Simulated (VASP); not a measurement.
OSZICAR of a VASP run on InSe (space group C2/m):

### OSZICAR
```
       N       E                     dE             d eps       ncg     rms          rms(c)
DAV:   1     0.300957978494E+03    0.30096E+03   -0.15696E+04  4048   0.160E+03
DAV:   2     0.167481433679E+02   -0.28421E+03   -0.28062E+03  4167   0.394E+02
DAV:   3    -0.149127297256E+02   -0.31661E+02   -0.31507E+02  5207   0.146E+02
DAV:   4    -0.159736395078E+02   -0.10609E+01   -0.10598E+01  4629   0.292E+01
DAV:   5    -0.160139209819E+02   -0.40281E-01   -0.40277E-01  6268   0.517E+00    0.629E+00
DAV:   6    -0.155847424148E+02    0.42918E+00   -0.10209E+00  5608   0.182E+01    0.372E+00
DAV:   7    -0.155554353492E+02    0.29307E-01   -0.35203E-01  6424   0.556E+00    0.110E+00
DAV:   8    -0.155516351775E+02    0.38002E-02   -0.45521E-02  6078   0.263E+00    0.555E-01
DAV:   9    -0.155513979623E+02    0.23722E-03   -0.44953E-03  6116   0.779E-01    0.170E-01
DAV:  10    -0.155513888188E+02    0.91435E-05   -0.43927E-04  5176   0.181E-01    0.889E-02
DAV:  11    -0.155513964723E+02   -0.76535E-05   -0.13077E-04  6154   0.144E-01    0.216E-02
DAV:  12    -0.155513932900E+02    0.31823E-05   -0.17101E-05  5640   0.450E-02    0.144E-02
DAV:  13    -0.155513934852E+02   -0.19524E-06   -0.27540E-06  6280   0.105E-02    0.433E-03
DAV:  14    -0.155513934118E+02    0.73481E-07   -0.54227E-07  4358   0.109E-02
   1 F= -.15551393E+02 E0= -.15551393E+02  d E =0.000000E+00
```

Problem. Which electronic solver shows in the log?

Solution. It is blocked Davidson (ALGO = Normal, or the opening steps of other solvers). The INCAR had ALGO = Normal.

Problem. Can the final energy be trusted as converged?

Solution. Self-consistency was reached. It stopped with EDIFF = 1E-7, NELM = 100 (PBEsol GGA, plane waves, VASP's PBE PAW potentials (set 64)). Without a dispersion term in the relaxation, distances and binding between the weakly bound layers, chains or molecules are unreliable, and so is what depends on them.

The structure comes from a computed database's InSe entry (C2/m); how it stands against other phases isn't given here. It was relaxed first, which changed the volume by -10 %.
